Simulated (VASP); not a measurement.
Computed with PBEsol GGA, VASP's PBE PAW potentials (set 64) (plane waves; VASP 6.6.1).

The input files of a VASP run:

**INCAR**
```
SYSTEM = NaI
PREC = Accurate
ENCUT = 500
EDIFF = 1E-6
NELM = 100
ALGO = Normal
LREAL = .FALSE.
LASPH = .TRUE.
ISMEAR = 0
SIGMA = 0.05
GGA = PS
LMAXMIX = 4
LWAVE = .FALSE.
LCHARG = .FALSE.
IBRION = 2
ISIF = 3
NSW = 40
EDIFFG = -0.02
PSTRESS = 50
```

### POSCAR
```
NaI
1.0
  0.0000000000   3.0130742266   3.0130742266
  3.0130742266   0.0000000000   3.0130742266
  3.0130742266   3.0130742266   0.0000000000
Na I
1 1
Direct
  0.0000000000   0.0000000000   0.0000000000
  0.5000000000   0.5000000000   0.5000000000
```

File KPOINTS:
```
Automatic mesh
0
Gamma
8 8 8
0 0 0
```

POTCAR, in this order: Na_pv I (PBE.64 set). Program: vasp_std.

Unless said otherwise, spin-orbit coupling is left out, though it shifts the bands of the heavy elements here.

Problem. Estimate the energy per atom (σ→0), volume per atom, band gap (on the k-mesh).

Solution. 
```yaml
energy per atom (σ→0): -2.761 eV/atom
band gap (on the k-mesh): 4.19 eV
volume_per_atom: 27.27 Å³/atom
```

OSZICAR:
```
...
DAV:   1    -0.552364443460E+01    0.44912E-02   -0.15629E-02   734   0.199E+00    0.158E-01
DAV:   2    -0.552314158888E+01    0.50285E-03   -0.60990E-04   716   0.345E-01    0.767E-02
DAV:   3    -0.552299483016E+01    0.14676E-03   -0.36330E-04   731   0.224E-01    0.335E-02
DAV:   4    -0.552299374085E+01    0.10893E-05   -0.52640E-06   720   0.260E-02    0.349E-02
DAV:   5    -0.552299213484E+01    0.16060E-05   -0.28215E-07   352   0.887E-03    0.795E-03
DAV:   6    -0.552298950530E+01    0.26295E-05   -0.45238E-06   719   0.335E-02    0.287E-02
DAV:   7    -0.552298949690E+01    0.84015E-08   -0.51070E-08   343   0.243E-03
   2 F= -.38208688E+01 E0= -.38208688E+01  d E =-.689102E-04
```

The compound is NaI in the rock salt structure. This run relaxes it under an external pressure of 5 GPa. Symmetry was kept, so distortions that lower it aren't found.
